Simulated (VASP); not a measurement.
AlN (wurtzite):

```
CELL_PARAMETERS angstrom
      1.55500    -2.69334     0.00000
      1.55500     2.69334     0.00000
      0.00000     0.00000     4.98000
ATOMIC_POSITIONS crystal
  Al 0.66667 0.33333 0.50000
  Al 0.33333 0.66667 0.00000
  N  0.66667 0.33333 0.88200
  N  0.33333 0.66667 0.38200
```

The lowest empty band near Γ, direction in plane, from PBE with spin-orbit coupling in VASP (PAW); its two spin partners are averaged. The gap over the points computed is 4.21 eV, and the next band on that side lies 2.45 eV away at the edge.

Run with 520 eV cut-off, 9×9×5 Γ-centred mesh, Gaussian smearing of 0.050 eV, potentials Al N.

| distance from the edge in k (1/Å) | distance in energy (meV) |
|---|---|
| 0.018 | 4.1 |
| 0.025 | 7.8 |
| 0.035 | 15.2 |
| 0.050 | 31.0 |
| 0.070 | 60.2 |

Q: Fit E(1 + αE) = ħ²k²/2m* (ħ²/2m0 = 3.810 eV Å²) and predict the row at 0.095 1/Å.

A: Least squares on the energies gives the electron mass m* = 0.305 m0 and α = 0.29 per eV, and so 109.3 meV. The run gave 109.3 meV, -0.0 meV from the fit.

Left out are points under 3 meV from the edge, since the levels carry 0.1 meV, and points farther than half the way to the next band.

The compound is AlN in the wurtzite structure. The cell was not relaxed at this level.
